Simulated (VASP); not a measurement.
The input files of a VASP run:

POSCAR:
```
ZnS
1
    3.8083900000     0.0000000000     0.0000000000
   -1.9041950000     3.2981620000     0.0000000000
    0.0000000000     0.0000000000    24.8909600000
Zn S
8 8
Direct
  0.3333330000   0.6666670000   0.7499100000
  0.6666670000   0.3333330000   0.2499100000
  0.3333330000   0.6666670000   0.1247900000
  0.6666670000   0.3333330000   0.6247900000
  0.0000000000   0.0000000000   0.0000400000
  0.0000000000   0.0000000000   0.5000400000
  0.6666670000   0.3333330000   0.8753200000
  0.3333330000   0.6666670000   0.3753200000
  0.0000000000   0.0000000000   0.5937100000
  0.0000000000   0.0000000000   0.0937100000
  0.6666670000   0.3333330000   0.9689900000
  0.3333330000   0.6666670000   0.4689900000
  0.3333330000   0.6666670000   0.2185000000
  0.6666670000   0.3333330000   0.7185000000
  0.6666670000   0.3333330000   0.3439300000
  0.3333330000   0.6666670000   0.8439300000
```

### KPOINTS
```
Automatic mesh
0
Gamma
5 5 1
0.5 0.5 0.5
```

INCAR:
```
SYSTEM = ZnS
PREC = Accurate
ENCUT = 300
EDIFF = 1E-6
NELM = 100
ALGO = Normal
LREAL = Auto
LASPH = .TRUE.
ISMEAR = 0
SIGMA = 0.01
GGA = PE
LMAXMIX = 4
LWAVE = .FALSE.
LCHARG = .FALSE.
ISIF = 2
NEDOS = 601
LORBIT = 11
```

POTCAR, in this order: Zn S (PBE.64 set). Program: vasp_std.

Problem. Write an equivalent input for Ansatz.

Solution. One equivalent input (not run):
Ansatz 0.2 input:
```yaml
crystal:
  lattice:
    - [3.8083900, 0.0000000, 0.0000000]
    - [-1.9041950, 3.2981620, 0.0000000]
    - [0.0000000, 0.0000000, 24.8909600]
  atoms:
    - { symbol: Zn, position: [0.3333330, 0.6666670, 0.7499100] }
    - { symbol: Zn, position: [0.6666670, 0.3333330, 0.2499100] }
    - { symbol: Zn, position: [0.3333330, 0.6666670, 0.1247900] }
    - { symbol: Zn, position: [0.6666670, 0.3333330, 0.6247900] }
    - { symbol: Zn, position: [0.0000000, 0.0000000, 0.0000400] }
    - { symbol: Zn, position: [0.0000000, 0.0000000, 0.5000400] }
    - { symbol: Zn, position: [0.6666670, 0.3333330, 0.8753200] }
    - { symbol: Zn, position: [0.3333330, 0.6666670, 0.3753200] }
    - { symbol: S, position: [0.0000000, 0.0000000, 0.5937100] }
    - { symbol: S, position: [0.0000000, 0.0000000, 0.0937100] }
    - { symbol: S, position: [0.6666670, 0.3333330, 0.9689900] }
    - { symbol: S, position: [0.3333330, 0.6666670, 0.4689900] }
    - { symbol: S, position: [0.3333330, 0.6666670, 0.2185000] }
    - { symbol: S, position: [0.6666670, 0.3333330, 0.7185000] }
    - { symbol: S, position: [0.6666670, 0.3333330, 0.3439300] }
    - { symbol: S, position: [0.3333330, 0.6666670, 0.8439300] }
kpoints:
  mp_grid: { grid: [5, 5, 1], shift: [0.5, 0.5, 0.5] }
hamiltonian:
  xc: pbe
  pseudopotentials: { kind: paw }
scf:
  occupations: { method: gaussian, width: 0.01 }
  max_iter: 100
output: { forces: true, stress: true, eigenvalues: true }
```
Limits of the translation: each code has its own PAW files, so the cut-off isn't converted (ENCUT is set for VASP's; basis.ecutwfc is left out, and Ansatz then takes the one that its files recommend); Ansatz stops its SCF on the density residual and VASP on the energy change (EDIFF).

The structure comes from a computed database's ZnS entry; how it stands against other phases isn't given here. The cell was not relaxed at this level. The run is one of a series of settings (NEDOS = 601 against the base run), some of them coarse on purpose.
